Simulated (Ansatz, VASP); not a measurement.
# Ta2H2NO2 (Ta2N(OH)2 MXene monolayer) in two plane-wave programs, part 2 of 2

Aim: how closely do two programs agree when they are given the same cell, functional and k mesh? The structure shown is the start of the Ansatz relaxation below; VASP solves that cell, so the two are compared at the walk's first step.

VASP 6.6.1 and Ansatz 0.2.0.

So far: The starting structure; Ansatz: relaxation, PBE with D3(BJ).

## 3. VASP: single point, PBE with D3(BJ), start cell

Level of this step: PBE with D3(BJ), zero-moment start; plane waves and PAW (H, O, Ta_pv, N) (VASP).

The same cell, functional, mesh and smearing now go to VASP, with its own data sets.

Lines of VASP's logs that name or quote its potential files are left out, and so is its time.

INCAR reads:

```
SYSTEM = Ta2H2NO2
PREC = Accurate
ENCUT = 520
EDIFF = 1E-06
NELM = 200
ISMEAR = -1
SIGMA = 0.05
LREAL = .FALSE.
ALGO = Normal
GGA = PE
IVDW = 12
NBANDS = 31
ISPIN = 2
MAGMOM = 0 0 0 0 0 0 0
LASPH = .TRUE.
LMAXMIX = 4
LORBIT = 11
LWAVE = .FALSE.
LCHARG = .FALSE.
ISIF = 2
LDIPOL = .TRUE.
IDIPOL = 3
DIPOL = 0.5 0.5 0.5
LVHAR = .TRUE.
GGA_COMPAT = .FALSE.
NELMDL = -8
KPAR = 2
```

POSCAR reads:

```
Ta2H2NO2
1.0
    3.1545800000      0.0000000000      0.0000000000
   -1.5772900000      2.7319460000      0.0000000000
    0.0000000000      0.0000000000     44.7816890000
H O Ta N
2 2 2 1
Direct
    0.3333334553      0.6666669107      0.4231640303
    0.6666667277      0.3333334553      0.5768359697
    0.3333334553      0.6666669107      0.4450479749
    0.6666667277      0.3333334553      0.5549520251
    0.6666667277      0.3333334553      0.4722048559
    0.3333334553      0.6666669107      0.5277951441
    0.0000000000      0.0000000000      0.4999999888
```

KPOINTS reads:

```
Automatic mesh
0
Gamma
12 12 1
0 0 0
```

PAW data sets: H, O, Ta_pv and N (PBE family, release 64).

Command:

```sh
> mpirun -np 2 vasp_std
```

Numbers of over 12 decimals in the logs are rounded to 6 here.

The program printed:

```text
[banner, memory and clock lines left out]
running    2 mpi-ranks, on    1 nodes
 distrk:  each k-point on    1 cores,    2 groups
 distr:  one band on    1 cores,    1 groups

 POSCAR found type information on POSCAR H O TaN
 POSCAR found :  4 types and       7 ions
 LDA part: xc-table for (Slater+PW92), standard interpolation
 POSCAR, INCAR and KPOINTS ok, starting setup
 FFT: planning ... GRIDC
 FFT: planning ... GRID_SOFT
 FFT: planning ... GRID
 WAVECAR not read
 entering main loop
       N       E                     dE             d eps       ncg     rms          rms(c)
DAV:   1     0.333960719813E+03    0.33396E+03   -0.18966E+04  2892   0.994E+02
DAV:   2    -0.140086392993E+02   -0.34797E+03   -0.33491E+03  3295   0.251E+02
DAV:   3    -0.607048811270E+02   -0.46696E+02   -0.45833E+02  2929   0.902E+01
DAV:   4    -0.621715138212E+02   -0.14666E+01   -0.14409E+01  3148   0.174E+01
DAV:   5    -0.621979369743E+02   -0.26423E-01   -0.26304E-01  3136   0.219E+00
DAV:   6    -0.621984784758E+02   -0.54150E-03   -0.54119E-03  3150   0.319E-01
DAV:   7    -0.621984936310E+02   -0.15155E-04   -0.15152E-04  3171   0.508E-02
DAV:   8    -0.621984942263E+02   -0.59531E-06   -0.59535E-06  2870   0.951E-03    0.317E+01
DAV:   9    -0.550265409325E+02    0.71720E+01   -0.35220E+01  3160   0.324E+01    0.136E+01
DAV:  10    -0.548236674901E+02    0.20287E+00   -0.22866E+00  3072   0.827E+00    0.763E+00
DAV:  11    -0.547922019170E+02    0.31466E-01   -0.46393E-01  3005   0.394E+00    0.141E+00
DAV:  12    -0.547683697699E+02    0.23832E-01   -0.13833E-01  3185   0.186E+00    0.320E-01
DAV:  13    -0.547683235990E+02    0.46171E-04   -0.15596E-02  2772   0.633E-01    0.159E-01
DAV:  14    -0.547682868847E+02    0.36714E-04   -0.24161E-03  3084   0.250E-01    0.782E-02
[...]
DAV:  21    -0.547681845920E+02   -0.43593E-04   -0.10342E-05  2472   0.549E-03    0.190E-03
DAV:  22    -0.547681983670E+02   -0.13775E-04   -0.33623E-06  2227   0.432E-03    0.958E-04
DAV:  23    -0.547682059735E+02   -0.76064E-05   -0.19055E-06  2190   0.386E-03    0.925E-04
DAV:  24    -0.547682121095E+02   -0.61360E-05   -0.15163E-06  2204   0.361E-03    0.400E-04
DAV:  25    -0.547682149661E+02   -0.28566E-05   -0.12894E-06  2162   0.314E-03    0.421E-04
DAV:  26    -0.547682162510E+02   -0.12849E-05   -0.64893E-07  2155   0.210E-03    0.284E-04
DAV:  27    -0.547682175647E+02   -0.13138E-05   -0.31993E-07  2135   0.159E-03    0.134E-04
DAV:  28    -0.547682178855E+02   -0.32071E-06   -0.89438E-08  2078   0.824E-04
   1 F= -.56059811E+02 E0= -.56045207E+02  d E =-.292087E-01  mag=    -0.0000
```

OUTCAR, selected parts (step 3):

```text
ion  position               nearest neighbor table
   1  0.333  0.667  0.423-   3 0.98
   2  0.667  0.333  0.577-   4 0.98
   3  0.333  0.667  0.445-   1 0.98   5 2.19   5 2.19   5 2.19
   4  0.667  0.333  0.555-   2 0.98   6 2.19   6 2.19   6 2.19
   5  0.667  0.333  0.472-   3 2.19   3 2.19   3 2.19   7 2.21   7 2.21   7 2.21   6 3.08   6 3.08
                             6 3.08
   6  0.333  0.667  0.528-   4 2.19   4 2.19   4 2.19   7 2.21   7 2.21   7 2.21   5 3.08   5 3.08
                             5 3.08
   7  0.000  0.000  0.500-   5 2.21   5 2.21   5 2.21   6 2.21   6 2.21   6 2.21

  LATTYP: Found a hexagonal cell.
 ALAT       =     3.1545800000
 C/A-ratio  =    14.1957690089

 Subroutine GETGRP returns: Found 12 space group operations
 (whereof 12 operations were pure point group operations)

The static configuration has the point symmetry D_3d.

 Found     19 irreducible k-points:

   k-points           NKPTS =     19   k-points in BZ     NKDIM =     19   number of bands    NBANDS=     31

   dimension x,y,z NGX =    24 NGY =   24 NGZ =  336
   dimension x,y,z NGXF=    48 NGYF=   48 NGZF=  672

   ENCUT  =  520.0 eV  38.22 Ry    6.18 a.u.   5.87  5.87 83.26*2*pi/ulx,y,z

   NELECT =      41.0000    total number of electrons

 k-points in reciprocal lattice and weights: Automatic mesh
   0.00000000  0.00000000  0.00000000       0.007
   0.08333333 -0.00000000  0.00000000       0.042
   0.16666667 -0.00000000  0.00000000       0.042
   0.25000000 -0.00000000  0.00000000       0.042
   0.33333333 -0.00000000  0.00000000       0.042
   0.41666667 -0.00000000  0.00000000       0.042
   0.50000000 -0.00000000  0.00000000       0.021
   0.08333333  0.08333333  0.00000000       0.042
   0.16666667  0.08333333  0.00000000       0.083
[...]
0.33333333  0.25000000  0.00000000       0.083
   0.33333333  0.33333333  0.00000000       0.014

 dipolmoment           0.000000      0.000000      0.000002 electrons x Angstroem

 average (electrostatic) potential at core
       1 -43.9467       2 -43.9467       3 -80.6557       4 -80.6557       5 -45.8179
       6 -45.8179       7 -72.3425

 E-fermi :  -1.1865

 spin component 1
 k-point     1 :       0.0000    0.0000    0.0000
  band No.  band energies     occupation
    ...
     19      -2.9706      1.00000
     20      -2.6431      1.00000
     21      -2.6431      1.00000
     22      -1.9181      1.00000
     23      -1.5532      0.99935
     24      -1.1264      0.23101
     25      -0.4947      0.00000
     26      -0.4947      0.00000
     27       0.3390      0.00000
     28       0.3390      0.00000
    ...

 k-point     2 :       0.0833   -0.0000    0.0000
  band No.  band energies     occupation
    ...
     19      -3.0378      1.00000
     20      -2.7313      1.00000
     21      -2.4531      1.00000
     22      -1.6712      0.99994
     23      -1.5126      0.99853
     24      -0.8861      0.00245
     25      -0.6535      0.00002
     26      -0.3722      0.00000
     27       0.3905      0.00000
     28       0.4132      0.00000
    ...

 k-point     3 :       0.1667   -0.0000    0.0000
  band No.  band energies     occupation
    ...
     18      -6.8782      1.00000
     19      -3.6298      1.00000
     20      -2.3801      1.00000
     21      -1.9569      1.00000
     22      -1.4270      0.99192
     23      -1.0668      0.08364
     24      -0.8910      0.00271
     25      -0.3903      0.00000
     26      -0.0306      0.00000
     27       0.6299      0.00000
    ...

 k-point     4 :       0.2500   -0.0000    0.0000
  band No.  band energies     occupation
    ...
     17      -7.6687      1.00000
     18      -7.0720      1.00000
     19      -4.2920      1.00000
     20      -1.7987      1.00000
     21      -1.2598      0.81233
     22      -1.1612      0.37595
     23      -0.9224      0.00506
     24      -0.3776      0.00000
     25       0.1008      0.00000
     26       0.4367      0.00000
    ...

 k-point     5 :       0.3333   -0.0000    0.0000
  band No.  band energies     occupation
    ...
     16      -8.5020      1.00000
     17      -7.7011      1.00000
     18      -7.1155      1.00000
     19      -4.8336      1.00000
     20      -1.3230      0.93877
     21      -1.0507      0.06200
     22      -0.4555      0.00000
     23      -0.0964      0.00000
     24       0.3088      0.00000
     25       0.6180      0.00000
    ...

 k-point     6 :       0.4167   -0.0000    0.0000
  band No.  band energies     occupation
    ...
     16      -8.4964      1.00000
     17      -7.7234      1.00000
     18      -7.0728      1.00000
     19      -5.1841      1.00000
     20      -1.4601      0.99582
     21      -0.2018      0.00000
     22       0.2629      0.00000
     23       0.8250      0.00000
     24       1.0287      0.00000
     25       1.1639      0.00000
    ...

 Edisp (eV)   -1.29159

  Total      -2.07634    -2.07634     1.07846     0.00000     0.00000     0.00000
  in kB      -8.61975    -8.61974     4.47715     0.00000     0.00000     0.00000
  external pressure =       -4.25 kB  Pullay stress =        0.00 kB

  energy-cutoff  :      520.00
  volume of cell :      385.93
      direct lattice vectors                 reciprocal lattice vectors
     3.154580000  0.000000000  0.000000000     0.316999410  0.183019723  0.000000000
    -1.577290000  2.731946000  0.000000000     0.000000000  0.366039446  0.000000000
     0.000000000  0.000000000 44.781689000     0.000000000  0.000000000  0.022330556

 POSITION                                       TOTAL-FORCE (eV/Angst)
 -----------------------------------------------------------------------------------
     -0.00000      1.82130     18.95000         0.000000     -0.000000     -0.666834
      1.57729      0.91065     25.83169         0.000000     -0.000000      0.666834
     -0.00000      1.82130     19.93000         0.000000      0.000000     -0.792750
      1.57729      0.91065     24.85169        -0.000000     -0.000000      0.792750
      1.57729      0.91065     21.14613         0.000000     -0.000000      2.936634
     -0.00000      1.82130     23.63556        -0.000000     -0.000000     -2.936634
      0.00000      0.00000     22.39084         0.000000     -0.000000      0.000000
 -----------------------------------------------------------------------------------
    total drift:                                0.000000     -0.001526      0.000635

  FREE ENERGIE OF THE ION-ELECTRON SYSTEM (eV)
  ---------------------------------------------------
  free  energy   TOTEN  =       -56.0598109790 eV

  energy  without entropy=      -56.0306023024  energy(sigma->0) =      -56.04520664

 vacuum level on the upper side and lower side of the slab         1.830         1.830

 total charge
# of ion       s       p       d       tot
------------------------------------------
    1        0.597   0.121   0.000   0.718
    2        0.597   0.121   0.000   0.718
    3        1.559   3.589   0.000   5.148
    4        1.559   3.589   0.000   5.148
    5        0.253   6.176   2.429   8.858
    6        0.253   6.176   2.429   8.858
    7        1.226   2.506   0.000   3.732
--------------------------------------------------
tot          6.043  22.279   4.857  33.180

 magnetization (x)
# of ion       s       p       d       tot
------------------------------------------
    1       -0.000  -0.000   0.000  -0.000
    2       -0.000  -0.000   0.000  -0.000
    3       -0.000  -0.000   0.000  -0.000
    4       -0.000  -0.000   0.000  -0.000
    5       -0.000  -0.000  -0.000  -0.000
    6       -0.000  -0.000  -0.000  -0.000
    7        0.000   0.000   0.000   0.000
--------------------------------------------------
tot         -0.000  -0.000  -0.000  -0.000

[... 3 further parts left out ...]
```

This run allows spin, but its moments start at zero, where symmetry between the spins tends to hold them. Its electron count is odd, so without a moment it is a metal by construction.

## 4. Differences

Known differences besides the potentials themselves: Ansatz cuts the interaction across the vacuum, VASP repeats the sheet with a dipole correction; the data sets hold 45 valence electrons in Ansatz (on its PAW soft_1 files) and 41 in VASP; the cutoff is 420 eV in Ansatz and 520 eV in VASP. Total energies have different zeros and are not compared.

Forces (eV/Å; atoms numbered as in POSCAR):

```
atom        Ansatz x, y, z          VASP x, y, z
  H1  0.000, 0.000, -0.599  0.000, 0.000, -0.667
  H2   0.000, 0.000, 0.599   0.000, 0.000, 0.667
  O3  0.000, 0.000, -0.825  0.000, 0.000, -0.793
  O4   0.000, 0.000, 0.825   0.000, 0.000, 0.793
 Ta5   0.000, 0.000, 2.958   0.000, 0.000, 2.937
 Ta6  0.000, 0.000, -2.958  0.000, 0.000, -2.937
  N7   0.000, 0.000, 0.000   0.000, 0.000, 0.000
```

The forces differ by 24 meV/Å r.m.s., which is 2.5 % of the r.m.s. force of 0.961 eV/Å (both taken over all components). Moments aren't recorded for both runs of this pair, so they may hold unlike magnetic states. With vacuum in the cell, a pressure given here is an average over mostly empty space and none of the material.

## 5. Outcome

```json
{
  "r.m.s. force difference (single point, PBE with D3(BJ), start cell)": "2.5 % of the r.m.s. force"
}
```

What this shows: The r.m.s. force difference is 2.5 % of the r.m.s. force (single point, PBE with D3(BJ), start cell), within the 3 % picked in this series as the mark of a large difference. The data sets hold unlike numbers of valence electrons (45 in Ansatz and 41 in VASP), so part of the differences comes from the potentials. 1 further run of this series is not shown here. Such differences can come from data sets, numerical settings and the points named under the comparisons, not from the functional's error against experiment.

[Lines on the potential files, build, host, timing and source positions are cut from VASP's logs without a mark.]

[Logs are printed without paths, hosts, clocks, repeated set-up lines and the standing remarks that a program may print on its own settings, such as how far it seeks lower states.]

[Hosts, paths, dates, database ids (printed as entryN), source tags and the programs' standing remarks are cut or masked in the printed files.]
